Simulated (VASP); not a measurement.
An input for Ansatz (written as the equivalent of a VASP run, and not itself run):

Ansatz 0.2 input:
```yaml
crystal:
  lattice:
    - [2.6594000, 0.0000000, 0.0000000]
    - [-1.3297000, 2.3031080, 0.0000000]
    - [0.0000000, 0.0000000, 4.9368000]
  atoms:
    - { symbol: Zn, position: [0.3333330, 0.6666670, 0.2500000] }
    - { symbol: Zn, position: [0.6666670, 0.3333330, 0.7500000] }
kpoints:
  mp_grid: { grid: [14, 14, 7] }
hamiltonian:
  xc: r2scan
  dispersion: rvv10
  pseudopotentials: { kind: paw }
scf:
  occupations: { method: methfessel_paxton, width: 0.1 }
  max_iter: 100
relax:
  max_steps: 60
  f_tol: 0.01
  cell: {}
output: { forces: true, stress: true, eigenvalues: true }
```

Q: Write the VASP files for the same calculation (r2SCAN+rVV10).

A: One answer among several that fit: 
File POSCAR:
```
Zn
1.0
  2.6594000000   0.0000000000   0.0000000000
 -1.3297000000   2.3031080000   0.0000000000
  0.0000000000   0.0000000000   4.9368000000
Zn
2
Cartesian
 -0.0000013297   1.5354061010   1.2342000000
  1.3297013297   0.7677018990   3.7026000000
```

INCAR:
```
ALGO = Normal
BPARAM = 11.95
CPARAM = 0.0093
EDIFF = 1E-6
EDIFFG = -0.01
ENCUT = 400
IBRION = 2
ISIF = 3
ISMEAR = 1
LASPH = .True.
LCHARG = .False.
LMAXMIX = 4
LMIXTAU = .True.
LREAL = .False.
LUSE_VDW = .True.
LWAVE = .False.
METAGGA = R2SCAN
NELM = 100
NSW = 60
PREC = Accurate
SIGMA = 0.1
SYSTEM = Zn
```

File KPOINTS:
```
kpoints
0
gamma
 14 14 7
0 0 0
```

POTCAR, in this order: Zn (PBE.64 set). Program: vasp_std.

What does not carry over: each code has its own PAW files, so the cut-off isn't converted (ENCUT is set for VASP's; basis.ecutwfc is left out, and Ansatz then takes the one that its files recommend); Ansatz stops its SCF on the density residual and VASP on the energy change (EDIFF).

The structure comes from a measured Zn entry (P6_3/mmc) of the Crystallography Open Database, whose conditions weren't checked. This run relaxes it. Symmetry was kept, so distortions that lower it aren't found.
